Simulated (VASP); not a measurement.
Set up this calculation in VASP 6.6.1, as the native input.

```
Task                   : relaxation of cell and atoms
Functional             : r2SCAN
Potentials or basis    : VASP PAW PBE potentials, release 64 (Mg, S)
Cutoff                 : 600 eV
k mesh                 : 10 × 10 × 10
Occupations            : gaussian, width 0.02 eV
Spin                   : no spin polarisation
Further INCAR settings : ALGO = Normal; EDIFF = 1e-07; IBRION = 2; EDIFFG = -0.005; NSW = 40; ISIF = 3
```

The structure of MgS lies in POSCAR:

```
MgS
1.0
    0.0000000000      2.5950000000      2.5950000000
    2.5950000000      0.0000000000      2.5950000000
    2.5950000000      2.5950000000      0.0000000000
Mg S
1 1
Direct
    0.0000000000      0.0000000000      0.0000000000
    0.5000000000      0.5000000000      0.5000000000
```

The cell was built by a generator and needn't be a form met in nature.

These files were run (other wordings do the same):

INCAR

```
SYSTEM = MgS
ALGO     = Normal         ! electronic algorithm
EDIFF    = 1E-7           ! SCF threshold, eV
EDIFFG   = -0.005         ! ionic threshold
ENCUT    = 600            ! plane-wave cutoff, eV
IBRION   = 2              ! ionic algorithm
ISIF     = 3              ! what is computed and relaxed
ISMEAR   = 0              ! smearing method
LASPH    = .True.         ! aspherical terms in the spheres
LCHARG   = .False.        ! write CHGCAR
LMIXTAU  = .True.       
LREAL    = .False.        ! projectors in reciprocal space
LWAVE    = .False.        ! write WAVECAR
METAGGA  = R2SCAN         ! meta-GGA
NELM     = 120            ! most SCF steps
NSW      = 40             ! ionic steps
PREC     = Accurate       ! precision mode
SIGMA    = 0.02           ! smearing width, eV
```

KPOINTS

```
k-points
0
Gamma
  10 10 10
  0 0 0
```

Potentials or basis: VASP PAW PBE potentials, release 64 (Mg, S).

Command:

```sh
$ cat potpaw_PBE.64/Mg/POTCAR potpaw_PBE.64/S/POTCAR > POTCAR
$ mpirun -np 1 vasp_std > vasp.out
```

It gave:

```yaml
Relaxed_volume: 17.52 Å³/atom
Relaxed_cell: a = 3.673 Å, b = 3.673 Å, c = 3.673 Å, α = 60.00°, β = 60.00°, γ = 60.00°
Space_group_after_relaxing_to_0.05_Å: Fm-3m (No. 225)
Energy_gained_by_relaxing: 0.0 meV/atom
Ionic_steps: 2
Pressure_after_relaxing: 0.0 GPa
Band_gap_on_the_k_mesh: 3.44 eV, indirect (least direct gap 4.66 eV)
```

Caveat: the PAW data sets were made with another functional, which shifts forces and pressure a little.

It took 2.7 min on 1 thread of Intel(R) Xeon(R) Platinum 8259CL CPU @ 2.50GHz (Skylake/Cascade Lake) (shared host), peak memory 0.19 GiB.
